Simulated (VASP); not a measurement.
A VASP calculation is set up with these files.

**INCAR**
```
SYSTEM = InAs
LMAXMIX = 4   # l cut-off of mixed one-centre charges
METAGGA = R2SCAN
EDIFFG = -0.01
ALGO = Normal   # blocked Davidson
LASPH = .TRUE.   # aspherical one-centre terms
EDIFF = 1E-7
ENCUT = 480   # plane-wave cut-off (eV)
SIGMA = 0.05   # width (eV)
LWAVE = .FALSE.
LREAL = .FALSE.   # projection in real space or not
NSW = 40   # most ionic steps
PREC = Accurate
ISIF = 3
ISMEAR = 0
LCHARG = .FALSE.
LMIXTAU = .TRUE.
NELM = 100
PSTRESS = 200   # kbar
IBRION = 2
```

### KPOINTS
```
K-points
0
G
 8 8 8
```

File POSCAR:
```
InAs
1.0
  0.0000000000   3.0538063991   3.0538063991
  3.0538063991   0.0000000000   3.0538063991
  3.0538063991   3.0538063991   0.0000000000
In As
1 1
Cartesian
  0.0000000000   0.0000000000   0.0000000000
  1.5269031995   1.5269031995   1.5269031995
```

POTCAR, in this order: In_d As (PBE.64 set). Program: vasp_std.

### Question
Translate this r2SCAN calculation to Ansatz.

### Answer
One equivalent input (not run):
Ansatz 0.2 input:
```yaml
crystal:
  lattice:
    - [0.0000000, 3.0538064, 3.0538064]
    - [3.0538064, 0.0000000, 3.0538064]
    - [3.0538064, 3.0538064, 0.0000000]
  atoms:
    - { symbol: In, position: [0.0000000, 0.0000000, 0.0000000] }
    - { symbol: As, position: [0.2500000, 0.2500000, 0.2500000] }
kpoints:
  mp_grid: { grid: [8, 8, 8] }
hamiltonian:
  xc: r2scan
  pseudopotentials: { kind: paw }
scf:
  occupations: { method: gaussian, width: 0.05 }
  max_iter: 100
relax:
  max_steps: 40
  f_tol: 0.01
  cell: { p_target: 20 }
output: { forces: true, stress: true, eigenvalues: true }
```
Limits of the translation: each code has its own PAW files, so the cut-off isn't converted (ENCUT is set for VASP's; basis.ecutwfc is left out, and Ansatz then takes the one that its files recommend); Ansatz stops its SCF on the density residual and VASP on the energy change (EDIFF).

The compound is InAs in the zinc blende structure. This run relaxes it under an external pressure of 20 GPa. Symmetry was kept, so distortions that lower it aren't found.
